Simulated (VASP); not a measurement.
Take PbTe (rock salt), without spin-orbit terms, in VASP with PAW potentials, and its band gap.

Problem. One run gives 0.84 eV. Which level is it?
A. AM05 (starting cell)
B. optB88-vdW (own cell)
C. r2SCAN+rVV10 (own cell)
D. rev-vdW-DF2 (own cell)

Solution. B, optB88-vdW (own cell).  The others give 0.71 (AM05 (starting cell)), 1.03 (r2SCAN+rVV10 (own cell)), 0.77 (rev-vdW-DF2 (own cell)).

Only levels that ran to the end are used. Left out are those held back, those with too coarse a band path, GW runs whose mesh misses a band edge, hybrids' fits of cells that aren't cubic and levels without matching references; a question may draw on a part of the rest.

The compound is PbTe in the rock salt structure.
